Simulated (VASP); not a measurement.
OSZICAR of a VASP run on Zn (hcp):

### OSZICAR
```
       N       E                     dE             d eps       ncg     rms          rms(c)
DAV:   1     0.931528530925E+02    0.93153E+02   -0.12510E+04  4896   0.237E+03
DAV:   2    -0.981517419205E+00   -0.94134E+02   -0.92497E+02  4880   0.298E+02
DAV:   3    -0.350306890412E+01   -0.25216E+01   -0.25172E+01  5832   0.605E+01
DAV:   4    -0.350985018395E+01   -0.67813E-02   -0.67809E-02  5768   0.312E+00
DAV:   5    -0.350985974372E+01   -0.95598E-05   -0.95594E-05  5808   0.967E-02    0.496E+00
DAV:   6    -0.319409121080E+01    0.31577E+00   -0.15418E+00  4944   0.287E+01    0.352E+00
DAV:   7    -0.317828314415E+01    0.15808E-01   -0.51451E-02  6104   0.439E+00    0.183E+00
DAV:   8    -0.317061116191E+01    0.76720E-02   -0.20073E-03  6664   0.744E-01    0.548E-02
DAV:   9    -0.317056121027E+01    0.49952E-04   -0.24234E-04  6728   0.252E-01    0.292E-02
DAV:  10    -0.317056530063E+01   -0.40904E-05   -0.20564E-05  5240   0.450E-02    0.312E-03
DAV:  11    -0.317056513634E+01    0.16429E-06   -0.68282E-07  3304   0.147E-02
   1 F= -.31705651E+01 E0= -.31705781E+01  d E =-.317057E+01
       N       E                     dE             d eps       ncg     rms          rms(c)
DAV:   1    -0.326335902389E+01   -0.92794E-01   -0.12992E+00  5568   0.179E+01    0.199E+00
DAV:   2    -0.319547232874E+01    0.67887E-01   -0.21499E-01  5784   0.102E+01    0.877E-01
DAV:   3    -0.318174231547E+01    0.13730E-01   -0.72861E-03  5896   0.148E+00    0.440E-01
DAV:   4    -0.317752707507E+01    0.42152E-02   -0.45319E-03  7424   0.113E+00    0.561E-02
DAV:   5    -0.317758015313E+01   -0.53078E-04   -0.75138E-04  5424   0.393E-01    0.213E-02
DAV:   6    -0.317757355262E+01    0.66005E-05   -0.82412E-05  5400   0.177E-01    0.643E-03
DAV:   7    -0.317757358086E+01   -0.28238E-07   -0.34680E-06  4920   0.411E-02
   2 F= -.31775736E+01 E0= -.31776106E+01  d E =-.700844E-02
       N       E                     dE             d eps       ncg     rms          rms(c)
DAV:   1    -0.322095077539E+01   -0.43377E-01   -0.61802E-01  5552   0.122E+01    0.137E+00
DAV:   2    -0.318870246728E+01    0.32248E-01   -0.10369E-01  5720   0.705E+00    0.601E-01
DAV:   3    -0.318221975137E+01    0.64827E-02   -0.34844E-03  5832   0.104E+00    0.303E-01
DAV:   4    -0.318021330956E+01    0.20064E-02   -0.21395E-03  7248   0.766E-01    0.380E-02
DAV:   5    -0.318024021951E+01   -0.26910E-04   -0.36270E-04  5472   0.266E-01    0.140E-02
DAV:   6    -0.318023740877E+01    0.28107E-05   -0.35953E-05  5280   0.117E-01    0.432E-03
DAV:   7    -0.318023752916E+01   -0.12039E-06   -0.14480E-06  2952   0.268E-02
   3 F= -.31802375E+01 E0= -.31800640E+01  d E =-.967239E-02
       N       E                     dE             d eps       ncg     rms          rms(c)
DAV:   1    -0.334009411110E+01   -0.15986E+00   -0.24332E+00  5536   0.244E+01    0.270E+00
DAV:   2    -0.321386812348E+01    0.12623E+00   -0.39713E-01  5784   0.136E+01    0.119E+00
DAV:   3    -0.318839119750E+01    0.25477E-01   -0.13347E-02  5992   0.191E+00    0.594E-01
DAV:   4    -0.318059085905E+01    0.78003E-02   -0.83591E-03  7416   0.150E+00    0.739E-02
DAV:   5    -0.318068774192E+01   -0.96883E-04   -0.13260E-03  5312   0.499E-01    0.257E-02
DAV:   6    -0.318068170272E+01    0.60392E-05   -0.12352E-04  5320   0.212E-01    0.915E-03
DAV:   7    -0.318068104359E+01    0.65913E-06   -0.70837E-06  5608   0.580E-02
   4 F= -.31806810E+01 E0= -.31807812E+01  d E =-.101159E-01
       N       E                     dE             d eps       ncg     rms          rms(c)
DAV:   1    -0.323384643159E+01   -0.53165E-01   -0.78103E-01  5568   0.133E+01    0.156E+00
DAV:   2    -0.319245468005E+01    0.41392E-01   -0.14083E-01  5432   0.823E+00    0.680E-01
DAV:   3    -0.318419959650E+01    0.82551E-02   -0.55329E-03  5816   0.137E+00    0.350E-01
DAV:   4    -0.318151621120E+01    0.26834E-02   -0.26971E-03  7320   0.912E-01    0.431E-02
DAV:   5    -0.318154699118E+01   -0.30780E-04   -0.44393E-04  5368   0.271E-01    0.130E-02
DAV:   6    -0.318154495361E+01    0.20376E-05   -0.23341E-05  5328   0.882E-02    0.283E-03
DAV:   7    -0.318154480626E+01    0.14736E-06   -0.53170E-07  2864   0.149E-02
   5 F= -.31815448E+01 E0= -.31815383E+01  d E =-.109797E-01
       N       E                     dE             d eps       ncg     rms          rms(c)
DAV:   1    -0.319317022803E+01   -0.11625E-01   -0.17455E-01  5544   0.643E+00    0.731E-01
DAV:   2    -0.318401788806E+01    0.91523E-02   -0.29782E-02  5728   0.377E+00    0.320E-01
DAV:   3    -0.318217334379E+01    0.18445E-02   -0.10078E-03  5768   0.565E-01    0.162E-01
DAV:   4    -0.318159241223E+01    0.58093E-03   -0.61970E-04  7368   0.411E-01    0.201E-02
DAV:   5    -0.318160077207E+01   -0.83598E-05   -0.10397E-04  5424   0.140E-01    0.743E-03
DAV:   6    -0.318160003437E+01    0.73771E-06   -0.96489E-06  5112   0.602E-02
   6 F= -.31816000E+01 E0= -.31816819E+01  d E =-.110349E-01
       N       E                     dE             d eps       ncg     rms          rms(c)
DAV:   1    -0.330071072536E+01   -0.11911E+00   -0.18825E+00  5528   0.196E+01    0.236E+00
DAV:   2    -0.320901162705E+01    0.91699E-01   -0.27858E-01  5496   0.116E+01    0.108E+00
DAV:   3    -0.318710645643E+01    0.21905E-01   -0.16411E-02  5632   0.223E+00    0.533E-01
DAV:   4    -0.318093464677E+01    0.61718E-02   -0.76815E-03  6416   0.142E+00    0.791E-02
DAV:   5    -0.318098840812E+01   -0.53761E-04   -0.10535E-03  5896   0.469E-01    0.260E-02
DAV:   6    -0.318097609448E+01    0.12314E-04   -0.94591E-05  5368   0.190E-01    0.428E-03
DAV:   7    -0.318097582384E+01    0.27064E-06   -0.11993E-06  3792   0.187E-02
   7 F= -.31809758E+01 E0= -.31810201E+01  d E =0.624211E-03
       N       E                     dE             d eps       ncg     rms          rms(c)
DAV:   1    -0.321716335069E+01   -0.36187E-01   -0.54316E-01  5624   0.109E+01    0.125E+00
DAV:   2    -0.319097415770E+01    0.26189E-01   -0.76063E-02  5696   0.601E+00    0.575E-01
DAV:   3    -0.318474976511E+01    0.62244E-02   -0.37430E-03  5976   0.103E+00    0.278E-01
DAV:   4    -0.318309487776E+01    0.16549E-02   -0.20379E-03  6560   0.736E-01    0.396E-02
DAV:   5    -0.318311491614E+01   -0.20038E-04   -0.27852E-04  5504   0.224E-01    0.105E-02
DAV:   6    -0.318311331747E+01    0.15987E-05   -0.20754E-05  5432   0.876E-02    0.335E-03
DAV:   7    -0.318311360158E+01   -0.28411E-06   -0.53767E-07  2704   0.159E-02
   8 F= -.31831136E+01 E0= -.31831965E+01  d E =-.151357E-02
       N       E                     dE             d eps       ncg     rms          rms(c)
DAV:   1    -0.323976976293E+01   -0.56656E-01   -0.62867E-01  4904   0.155E+01    0.168E+00
DAV:   2    -0.319112815274E+01    0.48642E-01   -0.19997E-01  5032   0.103E+01    0.557E-01
DAV:   3    -0.318607169861E+01    0.50565E-02   -0.47546E-03  6064   0.123E+00    0.309E-01
DAV:   4    -0.318387091482E+01    0.22008E-02   -0.74312E-04  7472   0.543E-01    0.229E-02
DAV:   5    -0.318387913177E+01   -0.82169E-05   -0.11771E-04  5128   0.127E-01    0.949E-03
DAV:   6    -0.318387857974E+01    0.55203E-06   -0.24773E-06  4544   0.143E-02
   9 F= -.31838786E+01 E0= -.31839645E+01  d E =-.764978E-03
       N       E                     dE             d eps       ncg     rms          rms(c)
DAV:   1    -0.318693694443E+01   -0.30578E-02   -0.34314E-02  4896   0.367E+00    0.387E-01
DAV:   2    -0.318431603593E+01    0.26209E-02   -0.10181E-02  5040   0.229E+00    0.132E-01
DAV:   3    -0.318404124164E+01    0.27479E-03   -0.19009E-04  5824   0.229E-01    0.720E-02
DAV:   4    -0.318392531848E+01    0.11592E-03   -0.40069E-05  7592   0.125E-01    0.463E-03
DAV:   5    -0.318392618563E+01   -0.86715E-06   -0.62374E-06  5000   0.276E-02
  10 F= -.31839262E+01 E0= -.31840188E+01  d E =-.812584E-03
```

Q: Which electronic solver shows in the log?

A: It is blocked Davidson (ALGO = Normal, or the opening steps of other solvers). The INCAR had ALGO = Normal.

Q: Can the final energy be trusted as converged?

A: The run converged. It stopped with EDIFF = 1E-6, NELM = 100, NSW = 40 and EDIFFG = -0.02 after 10 ionic steps (PBEsol GGA, plane waves, VASP's PBE PAW potentials (set 64)).

The compound is Zn in the hcp structure. This run relaxes it. Symmetry was kept, so distortions that lower it aren't found.
